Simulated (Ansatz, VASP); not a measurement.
# Mg7Al6P32O96 (liquid 62P2O5-12Al2O3-27MgO (mol %) at 2550 K): VASP beside Ansatz

Aim: how closely do two programs agree when they are given the same cell, functional and k mesh? The cell is taken from a series of runs on this material, whose earlier steps may have relaxed, scaled, displaced or heated it; both programs get it as it stands.

Main program and level: Ansatz 0.2.0; plane waves, with VASP 6.6.1 beside it; single point at PBE.

## Step 1: The structure

The cell holds 141 atoms: 32 P, 6 Al, 7 Mg and 96 O. Cell: a = 12.417 Å, b = 12.417 Å, c = 12.417 Å, α = 90.0°, β = 90.0°, γ = 90.0°. As first built, before any earlier steps moved the atoms (in the runner's words): 141 atoms (32 P, 6 Al, 7 Mg, 96 O) placed at random at 2.48 g/cm^3, melted at 4000 K for 10 ps at fixed volume with the Morse and Coulomb pair potential with partial charges (Pedone, Malavasi, Menziani, Cormack and Segre, J. Phys. Chem. B 110, 11780 (2006)). Snapshot at the end of a hold of 10 ps at 2550 K and fixed volume.

## Step 2: VASP: single point, PBE

With cell and atoms fixed, the geometry can't cause a difference; cores, projectors, grids and the points listed under the comparison can.

Lines of VASP's logs that name or quote its potential files are left out, and so is its time.

INCAR

```
SYSTEM = Mg7Al6P32O96
PREC = Accurate
ENCUT = 600
EDIFF = 1E-06
NELM = 120
ISMEAR = 0
SIGMA = 0.01
LREAL = Auto
ALGO = Normal
GGA = PE
NBANDS = 482
LORBIT = 11
LWAVE = .FALSE.
LCHARG = .FALSE.
ISIF = 2
LASPH = .TRUE.
GGA_COMPAT = .FALSE.
```

POSCAR

```
Mg7Al6P32O96
1.0
   12.4168000000      0.0000000000      0.0000000000
    0.0000000000     12.4168000000      0.0000000000
    0.0000000000      0.0000000000     12.4168000000
P Al Mg O
32 6 7 96
Direct
    0.7226500000      0.6397700000      0.8667300000
    0.9080800000      0.2262700000      0.6761800000
    0.3407200000      0.1336700000      0.1501500000
    0.5636700000      0.8455800000      0.3019600000
    0.4356400000      0.8957300000      0.1056100000
    0.7206600000      0.6209900000      0.1026400000
    0.4408200000      0.3438200000      0.0495600000
    0.9857900000      0.2357600000      0.2959300000
    0.3940000000      0.0774700000      0.5678400000
    0.8459300000      0.9349200000      0.0174300000
    0.4834200000      0.6457800000      0.8293800000
    0.6832400000      0.4711500000      0.4772400000
    0.9993700000      0.6505600000      0.5563600000
    0.2408000000      0.1297200000      0.3856000000
    0.4264200000      0.3041100000      0.6751500000
    0.7100700000      0.1350400000      0.0762700000
    0.2738600000      0.3703300000      0.4569900000
    0.0961800000      0.5354600000      0.1782500000
    0.9153300000      0.0224900000      0.4015300000
    0.3747300000      0.7641900000      0.4426400000
    0.6030600000      0.2616000000      0.3803300000
    0.5598200000      0.2065000000      0.8616600000
    0.0831600000      0.0977700000      0.7741400000
    0.2066900000      0.8458900000      0.0440200000
    0.5332800000      0.6319800000      0.5853300000
    0.4726100000      0.5653600000      0.1292500000
    0.0486600000      0.6996700000      0.9345400000
    0.7064300000      0.0138100000      0.6633700000
    0.6826000000      0.0255300000      0.4257600000
    0.8981000000      0.6494100000      0.2583400000
[... 105 atom lines left out ...]
    0.3586800000      0.0015500000      0.6599100000
    0.1457700000      0.8819900000      0.1432700000
    0.5738900000      0.5394000000      0.5119900000
    0.1605900000      0.1190300000      0.8657400000
    0.7513800000      0.4936800000      0.1307200000
    0.6412200000      0.6898900000      0.5878000000
```

KPOINTS

```
Automatic mesh
0
Gamma
1 1 1
0 0 0
```

PAW data sets: P, Al, Mg and O (PBE family, release 64).

Started as:

```sh
export OMP_NUM_THREADS=3
mpirun -np 1 vasp_gam
```

Numbers of over 12 decimals in the logs are rounded to 6 here.

The program printed:

```text
[banner, memory and clock lines left out]
running    1 mpi-ranks, on    1 nodes
[...]
Offloading initialized ...    1 GPUs detected
[...]
LDA part: xc-table for (Slater+PW92), standard interpolation
 POSCAR, INCAR and KPOINTS ok, starting setup
[...]
entering main loop
       N       E                     dE             d eps       ncg     rms          rms(c)
DAV:   1     0.771457854798E+04    0.77146E+04   -0.49701E+05   988   0.175E+03
DAV:   2    -0.433844017483E+03   -0.81484E+04   -0.78573E+04  1174   0.399E+02
DAV:   3    -0.109303747395E+04   -0.65919E+03   -0.65328E+03  1136   0.121E+02
DAV:   4    -0.110733706332E+04   -0.14300E+02   -0.14209E+02  1144   0.187E+01
[...]
DAV:  30    -0.942608112467E+03    0.78939E-05   -0.13739E-06   688   0.398E-03    0.261E-02
DAV:  31    -0.942608115473E+03   -0.30061E-05   -0.80707E-07   648   0.235E-03    0.311E-02
DAV:  32    -0.942608114862E+03    0.61104E-06   -0.92712E-08   584   0.111E-03
   1 F= -.94260811E+03 E0= -.94260582E+03  d E =-.459553E-02
```

OUTCAR, selected parts (step 2):

```text
  FREE ENERGIE OF THE ION-ELECTRON SYSTEM (eV)
  ---------------------------------------------------
  free  energy   TOTEN  =      -942.6081148617 eV

  energy  without entropy=     -942.6035193340  energy(sigma->0) =     -942.60581710

[... 1 further part left out ...]
```

The run ends at a pressure of 1.34 GPa, with forces up to 13 eV/Å.

## Step 3: Ansatz: single point, PBE

Ansatz runs on its default PAW (the set named soft_2) files.

The same cell, functional and mesh now go to Ansatz, which takes its cutoff from its data sets.

input.yaml

```yaml
crystal:
  lattice:
    - [12.4168, 0.0, 0.0]
    - [0.0, 12.4168, 0.0]
    - [0.0, 0.0, 12.4168]
  atoms:
    - { symbol: P, position: [0.72265, 0.63977, 0.86673] }
    - { symbol: P, position: [0.90808, 0.22627, 0.67618] }
    - { symbol: P, position: [0.34072, 0.13367, 0.15015] }
    - { symbol: P, position: [0.56367, 0.84558, 0.30196] }
    - { symbol: P, position: [0.43564, 0.89573, 0.10561] }
    - { symbol: P, position: [0.72066, 0.62099, 0.10264] }
    - { symbol: P, position: [0.44082, 0.34382, 0.04956] }
    - { symbol: P, position: [0.98579, 0.23576, 0.29593] }
    - { symbol: P, position: [0.394, 0.07747, 0.56784] }
    - { symbol: P, position: [0.84593, 0.93492, 0.01743] }
    - { symbol: P, position: [0.48342, 0.64578, 0.82938] }
    - { symbol: P, position: [0.68324, 0.47115, 0.47724] }
    - { symbol: P, position: [0.99937, 0.65056, 0.55636] }
    - { symbol: P, position: [0.2408, 0.12972, 0.3856] }
    - { symbol: P, position: [0.42642, 0.30411, 0.67515] }
    - { symbol: P, position: [0.71007, 0.13504, 0.07627] }
    - { symbol: P, position: [0.27386, 0.37033, 0.45699] }
    - { symbol: P, position: [0.09618, 0.53546, 0.17825] }
    - { symbol: P, position: [0.91533, 0.02249, 0.40153] }
    - { symbol: P, position: [0.37473, 0.76419, 0.44264] }
    - { symbol: P, position: [0.60306, 0.2616, 0.38033] }
    - { symbol: P, position: [0.55982, 0.2065, 0.86166] }
    - { symbol: P, position: [0.08316, 0.09777, 0.77414] }
    - { symbol: P, position: [0.20669, 0.84589, 0.04402] }
    - { symbol: P, position: [0.53328, 0.63198, 0.58533] }
    - { symbol: P, position: [0.47261, 0.56536, 0.12925] }
    - { symbol: P, position: [0.04866, 0.69967, 0.93454] }
    - { symbol: P, position: [0.70643, 0.01381, 0.66337] }
    - { symbol: P, position: [0.6826, 0.02553, 0.42576] }
    - { symbol: P, position: [0.8981, 0.64941, 0.25834] }
[... 105 atom lines left out ...]
    - { symbol: O, position: [0.35868, 0.00155, 0.65991] }
    - { symbol: O, position: [0.14577, 0.88199, 0.14327] }
    - { symbol: O, position: [0.57389, 0.5394, 0.51199] }
    - { symbol: O, position: [0.16059, 0.11903, 0.86574] }
    - { symbol: O, position: [0.75138, 0.49368, 0.13072] }
    - { symbol: O, position: [0.64122, 0.68989, 0.5878] }
kpoints:
  mp_grid: { grid: [1, 1, 1] }
hamiltonian:
  xc: pbe
scf:
  occupations: { method: fixed }
output:
  forces: true
  stress: true
  populations: true
  dos:
    method: { smearing: { sigma: 0.1 } }
    de: 0.1
    projected: { site_lists: { Al: [Al], Mg: [Mg], O: [O], P: [P] } }
  eigenvalues: true
  write_density: true
  write_potential: true
  volumetric_format: npy
```

Started as:

```sh
ansatz run input.yaml --threads 8 --pin off --max-ram 15872MiB --backend cpu --events-out ev --progress --plain --runs-dir out
```

The program printed:

```text
Engine: ansatz 0.2.0, aarch64-unknown-linux-gnu
Pseudopotentials: kind: paw
Pseudopotential: P, paw, valence charge 5, recommended cutoff 420 eV (normal), P.paw.azcp
Pseudopotential: Al, paw, valence charge 3, recommended cutoff 420 eV (normal), Al.paw.azcp
Pseudopotential: Mg, paw, valence charge 10, recommended cutoff 420 eV (normal), Mg.paw.azcp
Pseudopotential: O, paw, valence charge 6, recommended cutoff 420 eV (normal), O.paw.azcp
Functional definition: PBE
  parameter kappa = 0.804
  parameter beta = 0.066725
  exchange = pbe_x(kappa = kappa, mu = beta*pi^2/3)
  correlation = pbe_c(beta = beta)
Crystal: 141 atoms, lattice volume = 1914.384 Å³
Basis set: ecut = 420 eV, 37529 PW (Γ), exchange–correlation on 180×180×180 points (8 copies of the dense FFT grid, shifted against one another)
Bands: 553, of which v1, the nominal top of the filled ones, is band 412 counted from 1 (411 counted from 0)
Symmetry: 1 space group operations
Space group: P1 (ITA 1), of the structure as read, at distance tolerance 1.2e-4 Å
k-points: 1
Non-local potential: P, projectors of the file, l = 0: 2, l = 1: 2, l = 2: 2
Non-local potential: Al, projectors of the file, l = 0: 2, l = 1: 2, l = 2: 1
Non-local potential: Mg, projectors of the file, l = 0: 3, l = 1: 2, l = 2: 1
Non-local potential: O, projectors of the file, l = 0: 2, l = 1: 2, l = 2: 1
PAW form: soft (Blöchl's): semilocal exchange-correlation on the pseudo side does not see the compensation charge
PAW one-centre angular grid: P, 110 points (default); XC on 64 Gauss nodes
PAW one-centre angular grid: Al, 110 points (default); XC on 64 Gauss nodes
PAW one-centre angular grid: Mg, 110 points (default); XC on 64 Gauss nodes
PAW one-centre angular grid: O, 110 points (default); XC on 64 Gauss nodes
Initial density: superposition of atomic densities (neutral atoms: chi_scale 0, normalization atom), corrected by the library's trained network
Initial wavefunctions: pseudopotential atomic-orbital guess
Functional: x = pbe(κ = 0.804, μ = 0.219515), c = pbe(β = 0.066725)
SCF iter   1: F=—  HF=-95367.620816 eV  |F-HF|=—  |Δ(HF+E_count)|=         —  Δρ=6.60e-3  dr2=1.92e0  ethr=1.77e-3  ⟨swp⟩=6.0  Hψ=2184  notcnv=0  defer=139
preconditioner: auto → Resta (q_TF=auto, 2.371 Å⁻¹)  ε∞=3.2  [insulator: Δε(μ)=0.827 eV  Ē_g=15.800 eV  n_scr=436 (ndim 8)  ℏωp=23.5 eV  f_vac=0.177  ε∞_Penn≈3.2]
SCF iter   2: F=—  HF=-95367.533251 eV  |F-HF|=—  |Δ(HF+E_count)|=   8.76e-2  Δρ=2.54e-2  dr2=2.15e1  ethr=2.33e-4  ⟨swp⟩=3.0  Hψ=940  notcnv=0  defer=139  recentre
SCF iter   3: F=—  HF=-95367.525188 eV  |F-HF|=—  |Δ(HF+E_count)|=   8.06e-3  Δρ=6.09e-3  dr2=1.63e0  ethr=2.33e-4  ⟨swp⟩=3.0  Hψ=729  notcnv=0  defer=139
SCF iter   4: F=—  HF=-95367.410893 eV  |F-HF|=—  |Δ(HF+E_count)|=   1.14e-1  Δρ=5.04e-3  dr2=1.20e0  ethr=1.97e-4  ⟨swp⟩=2.0  Hψ=663  notcnv=0  defer=139
SCF iter   5: F=—  HF=-95367.249050 eV  |F-HF|=—  |Δ(HF+E_count)|=   1.62e-1  Δρ=3.92e-3  dr2=6.84e-1  ethr=1.46e-4  ⟨swp⟩=3.0  Hψ=461  notcnv=0  defer=139
SCF iter   6: F=—  HF=-95367.507546 eV  |F-HF|=—  |Δ(HF+E_count)|=   2.58e-1  Δρ=2.37e-2  dr2=2.08e1  ethr=8.31e-5  ⟨swp⟩=4.0  Hψ=716  notcnv=0  defer=139  recentre
SCF iter   7: F=—  HF=-95367.118451 eV  |F-HF|=—  |Δ(HF+E_count)|=   3.89e-1  Δρ=2.22e-3  dr2=1.78e-1  ethr=8.31e-5  ⟨swp⟩=2.0  Hψ=678  notcnv=0  defer=139
SCF iter   8: F=—  HF=-95367.122578 eV  |F-HF|=—  |Δ(HF+E_count)|=   4.13e-3  Δρ=2.56e-3  dr2=2.57e-1  ethr=2.17e-5  ⟨swp⟩=3.0  Hψ=712  notcnv=0  defer=139
SCF iter   9: F=—  HF=-95367.116283 eV  |F-HF|=—  |Δ(HF+E_count)|=   6.29e-3  Δρ=2.40e-3  dr2=2.18e-1  ethr=2.17e-5  ⟨swp⟩=2.0  Hψ=436  notcnv=0  defer=139
SCF iter  10: F=—  HF=-95367.114715 eV  |F-HF|=—  |Δ(HF+E_count)|=   1.57e-3  Δρ=2.38e-3  dr2=2.17e-1  ethr=2.17e-5  ⟨swp⟩=1.0  Hψ=418  notcnv=0  defer=139
SCF iter  11: F=—  HF=-95367.121578 eV  |F-HF|=—  |Δ(HF+E_count)|=   6.86e-3  Δρ=2.10e-2  dr2=1.64e1  ethr=2.17e-5  ⟨swp⟩=1.0  Hψ=418  notcnv=0  defer=139  recentre
SCF iter  12: F=—  HF=-95367.120911 eV  |F-HF|=—  |Δ(HF+E_count)|=   6.67e-4  Δρ=2.09e-2  dr2=1.62e1  ethr=2.17e-5  ⟨swp⟩=1.0  Hψ=418  notcnv=0  defer=139
SCF iter  13: F=—  HF=-95367.114134 eV  |F-HF|=—  |Δ(HF+E_count)|=   6.78e-3  Δρ=2.28e-3  dr2=1.94e-1  ethr=2.17e-5  ⟨swp⟩=1.0  Hψ=418  notcnv=0  defer=139
SCF iter  14: F=—  HF=-95367.112081 eV  |F-HF|=—  |Δ(HF+E_count)|=   2.05e-3  Δρ=1.76e-3  dr2=1.13e-1  ethr=2.17e-5  ⟨swp⟩=1.0  Hψ=636  notcnv=0  defer=139
SCF iter  15: F=—  HF=-95367.111025 eV  |F-HF|=—  |Δ(HF+E_count)|=   1.06e-3  Δρ=1.20e-3  dr2=5.24e-2  ethr=1.38e-5  ⟨swp⟩=2.0  Hψ=441  notcnv=0  defer=139
SCF iter  16: F=—  HF=-95367.110508 eV  |F-HF|=—  |Δ(HF+E_count)|=   5.17e-4  Δρ=1.08e-3  dr2=4.33e-2  ethr=6.35e-6  ⟨swp⟩=2.0  Hψ=433  notcnv=0  defer=139
[...]
2.001852       2.136676       5.156355
  P = ⅓ Tr σ = 2.3875 GPa (23.875 kbar)
--- Band table (eV) ---
  k-point 0: bands = [... 408 lower, 4.0022, 4.0626, 4.2071, 4.3442, 4.3454, 4.6771, 5.6297, 5.7979, ... 137 higher]
--- Löwdin populations: 141 sites ---
  site symbol       q [e]
     0      P      2.7224
     1      P      2.8197
     2      P      2.8265
     3      P      2.6906
     4      P      2.6885
     5      P      2.7864
     6      P      2.8765
     7      P      2.7787
     8      P      2.8824
     9      P      2.7997
    10      P      2.7989
    11      P      2.8489
    12      P      2.8671
    13      P      2.7721
    14      P      2.8110
    15      P      2.8771
    16      P      2.7415
    17      P      2.8431
    18      P      2.7777
    19      P      2.7773
    20      P      2.7728
    21      P      2.8745
    22      P      2.7771
    23      P      2.8064
[...]
133      O      6.7377
   134      O      6.7299
   135      O      6.9280
   136      O      6.7886
   137      O      6.6953
   138      O      6.9288
   139      O      6.8335
   140      O      6.9432
  spilling = 0.016279 (of n_electrons = 824.000000)
```

In the SCF lines HF is the Harris–Foulkes energy and dr2 the Hartree energy of the density residual, in eV; the loop may stop once dr2 is under the threshold and the program's other checks hold. Hψ counts applications of the Hamiltonian.

## Step 4: Side by side

Known differences besides the potentials themselves: fixed occupations in Ansatz, narrow Gaussian smearing in VASP; the data sets hold 824 valence electrons in Ansatz (on its default PAW (the set named soft_2) files) and 768 in VASP; the cutoff is 420 eV in Ansatz and 600 eV in VASP (PREC = Accurate, projectors in real space). Total energies have different zeros and are not compared.

The two programs side by side:

```tsv
quantity	Ansatz	VASP	difference
pressure (GPa)	2.39	1.34	+1.05
```

Forces on 8 of the 141 atoms, those with the largest forces and the largest differences (eV/Å; atoms numbered as in POSCAR):

```tsv
atom	Ansatz x, y, z	VASP x, y, z
P7	-4.329, -6.184, -7.146	-4.183, -6.001, -7.059
P10	-5.783, -0.702, 12.677	-5.733, -0.746, 12.192
P18	7.519, -6.972, -1.312	7.143, -6.879, -1.149
P28	-3.413, -2.116, 8.015	-3.310, -2.178, 7.774
P30	5.729, 6.489, 5.034	5.613, 6.476, 4.801
Al33	-9.995, -0.535, 5.782	-10.010, -0.522, 5.833
O50	-8.058, 8.719, -0.437	-7.766, 8.376, -0.493
O106	-0.979, -0.304, -8.079	-0.835, -0.227, -7.485
```

The forces differ by 89 meV/Å r.m.s., which is 3.5 % of the r.m.s. force of 2.532 eV/Å (both taken over all components). VASP's last cycles still show a density residual of 3e-03, so its state may not be settled.

## Step 5: Summary of results

| Property | Result |
| --- | --- |
| r.m.s. force difference (single point, PBE) | 3.5 % of the r.m.s. force |
| difference in pressure (single point, PBE) | 1.1 GPa |

In words: The r.m.s. force difference is 3.5 % of the r.m.s. force (single point, PBE), beyond the 3 % picked in this series as the mark of a large difference. The data sets hold unlike numbers of valence electrons (824 in Ansatz and 768 in VASP), so part of the differences comes from the potentials. By the marks of this series, far apart in the single point, PBE pair: the r.m.s. force difference, 3.5 % of the r.m.s. force and the difference in pressure, 1.1 GPa. What causes the difference of the single point, PBE pair stays open here. How closely two codes agree says nothing of how well the functional describes the real material.

[Lines on the potential files, build, host, timing and source positions are cut from VASP's logs without a mark.]

[Logs are printed without paths, hosts, clocks, repeated set-up lines and the standing remarks that a program may print on its own settings, such as how far it seeks lower states.]

[Hosts, paths, dates, database ids (printed as entryN), source tags and the programs' standing remarks are cut or masked in the printed files.]
